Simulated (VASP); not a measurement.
Here is a VASP 6.6.1 calculation.

File INCAR:

```
PREC = Accurate ; ENCUT = 600
EDIFF = 1E-6 ; ISMEAR = -1
SIGMA = 0.05 ; LREAL = False
LASPH = True ; NELM = 80
ALGO = Normal ; ISIF = 3
LWAVE = False ; LCHARG = False
GGA = PE ; IVDW = 21
IBRION = 2 ; NSW = 60
EDIFFG = -0.01
```

The input KPOINTS:

```
Automatic mesh
0
Gamma
  5 5 5
```

Contents of POSCAR:

```
BaH4
1.0
    2.2908200000      1.3226000000      3.5362500000
   -2.2908200000      1.3226000000      3.5362500000
    0.0000000000     -2.6452100000      3.5362500000
Ba H
1 4
Direct
    0.0000000000      0.0000000000      0.0000000000
    0.7408700000      0.7408700000      0.7408700000
    0.2591300000      0.2591300000      0.2591300000
    0.4636900000      0.4636900000      0.4636900000
    0.5363100000      0.5363100000      0.5363100000
```

Potentials or basis: VASP PAW PBE potentials, release 64 (Ba_sv, H).

Run with:

```bash
$ cat potpaw_PBE.64/Ba_sv/POTCAR potpaw_PBE.64/H/POTCAR > POTCAR
$ mpirun -np 1 vasp_std > vasp.out
```

Estimate the space group after relaxing (to 0.05 Å).

R-3m (No. 166).

Estimate the Hirshfeld charges.

Ba +0.35; H -0.19, +0.01 e.

Predict the band gap on the k mesh.

2.63 eV, indirect (least direct gap 3.08 eV).

Final structure:
```
CELL_PARAMETERS angstrom
2.26840 1.30966 3.46873
-2.26840 1.30966 3.46873
0.00000 -2.61932 3.46873
ATOMIC_POSITIONS crystal
Ba 0.00000 0.00000 0.00000
H 0.73988 0.73988 0.73988
H 0.26012 0.26012 0.26012
H 0.46298 0.46298 0.46298
H 0.53702 0.53702 0.53702
```

Caveat: spin-orbit coupling is left out, which moves the levels of the heavy elements; an odd mesh through Γ misses points on the zone boundary, where band edges often lie. A hybrid or GW would open this gap; PBE tends to underestimate it.
